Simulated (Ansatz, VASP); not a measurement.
# One calculation of BaScO2F, two programs

File INCAR:

```
SYSTEM = BaScO2F
PREC = Accurate ; ENCUT = 520
EDIFF = 1E-6 ; ISMEAR = 0
SIGMA = 0.05 ; LREAL = .FALSE.
LASPH = .TRUE. ; NELM = 100
ALGO = Normal ; ISIF = 2
LWAVE = .FALSE. ; LCHARG = .FALSE.
NBANDS = 28
```

The input KPOINTS:

```
Automatic mesh
0
G
  6 6 6
  0 0 0
```

File POSCAR:

```
BaScO2F
1.0
    4.2069470000      0.0000000000      0.0000000000
    0.0000000000      4.2069470000      0.0000000000
    0.0000000000      0.0000000000      4.2114130000
Ba Sc O F
1 1 2 1
Direct
    0.5000000000      0.5000000000      0.5000000000
    0.0000000000      0.0000000000      0.0000000000
    0.5000000000      0.0000000000      0.0000000000
    0.0000000000      0.5000000000      0.0000000000
    0.0000000000      0.0000000000      0.5000000000
```

Input for Ansatz:

```yaml
crystal:
  lattice:
    - [4.206947, 0.0, 0.0]
    - [0.0, 4.206947, 0.0]
    - [0.0, 0.0, 4.211413]
  atoms:
    - { symbol: Ba, position: [0.5, 0.5, 0.5] }
    - { symbol: Sc, position: [0.0, 0.0, 0.0] }
    - { symbol: O, position: [0.5, 0.0, 0.0] }
    - { symbol: O, position: [0.0, 0.5, 0.0] }
    - { symbol: F, position: [0.0, 0.0, 0.5] }
basis:
  ecutwfc: 420
kpoints:
  mp_grid: { grid: [6, 6, 6] }
hamiltonian:
  xc: lda
scf:
  occupations: { method: gaussian, width: 0.05 }
output:
  forces: true
  stress: true
  eigenvalues: true
```

The cell comes from a database or a generator and needn't be the stable form of this composition.

Alike in both runs: task single point; functional LDA; k mesh 6 × 6 × 6; occupations gaussian, width 0.05 eV; no spin polarisation.

```csv
,VASP,Ansatz
version,VASP 6.6.1,Ansatz 0.2.0
potentials or method,"VASP PAW LDA potentials, release 64 (Ba_sv, Sc_sv, O, F)","scalar-relativistic, plane waves, PAW"
plane-wave cutoff (eV),520,420
valence electrons in the cell,40,40
```

Ansatz gave:

- gap on the k mesh at the Fermi level (eV): 2.94
- least direct gap on the mesh (eV): 3.31
- pressure (GPa): -9.9
- largest component of the traceless stress (GPa): 0.09

Q: What did VASP give for the same quantities?

A: gap on the k mesh at the Fermi level (eV): 2.87; least direct gap on the mesh (eV): 3.25; pressure (GPa): -8.5; largest component of the traceless stress (GPa): 0.05.

Caveats: spin-orbit coupling is left out, which moves the levels of the heavy elements. Expect the measured gap to be larger: semilocal functionals such as LDA lack the derivative discontinuity. A k mesh can miss the band edges.
